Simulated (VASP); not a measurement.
Consider the following.

```
InP
1.0
    5.87809     0.00000     0.00000
    0.00000     4.15644     0.00000
    0.00000     0.00000    27.49000
In P
6 6
Direct
  0.00000   0.00000   0.68900
  0.50000   0.50000   0.61340
  0.00000   0.00000   0.53780
  0.50000   0.50000   0.46220
  0.00000   0.00000   0.38660
  0.50000   0.50000   0.31100
  0.25000   0.00000   0.61340
  0.75000   0.50000   0.68900
  0.25000   0.00000   0.46220
  0.75000   0.50000   0.53780
  0.25000   0.00000   0.31100
  0.75000   0.50000   0.38660
```

Computed with PBEsol GGA, VASP's PBE PAW potentials (set 64) (plane waves; VASP 6.6.1). Settings: PREC = Normal, EDIFF = 1E-5, 400 eV cut-off, 4×5×1 Γ-centred mesh, Gaussian smearing of 0.050 eV, potentials In_d P.

Question: The ions are relaxed. Predict the relaxed structure.

Answer: 
```
InP
1.0
    5.87809     0.00000     0.00000
    0.00000     4.15644     0.00000
    0.00000     0.00000    27.49000
In P
6 6
Direct
  0.94591   0.00000   0.67291
  0.51819   0.50000   0.61763
  0.01625   0.00000   0.53598
  0.51625   0.50000   0.46402
  0.01819   0.00000   0.38237
  0.44591   0.50000   0.32709
  0.26787   0.00000   0.61258
  0.73780   0.50000   0.69817
  0.26397   0.00000   0.46023
  0.76397   0.50000   0.53977
  0.23780   0.00000   0.30183
  0.76787   0.50000   0.38742
```

Question: How much energy does the relaxation gain?

Answer: The energy (σ→0) changes by -103.0 meV/atom, in 14 ionic steps.

```tsv
step	E(σ→0) (eV)	max force (eV/Å)	pressure (GPa)	volume (Å³)
1	-51.5852	1.542	-0.36	671.63
2	-51.9323	1.234	-0.28	671.63
3	-52.3179	0.840	-0.10	671.63
4	-52.6081	0.544	-0.28	671.63
5	-52.7335	0.336	-0.45	671.63
6	-52.7717	0.226	-0.41	671.63
7	-52.7718	0.226	-0.41	671.63
8	-52.7916	0.186	-0.39	671.63
9	-52.7995	0.162	-0.36	671.63
10	-52.8148	0.096	-0.34	671.63
11	-52.8171	0.129	-0.23	671.63
12	-52.8201	0.062	-0.29	671.63
13	-52.8203	0.046	-0.29	671.63
14	-52.8212	0.025	-0.28	671.63
```

The cell is a thin slab with vacuum, built from InP (zinc blende): (110) face.
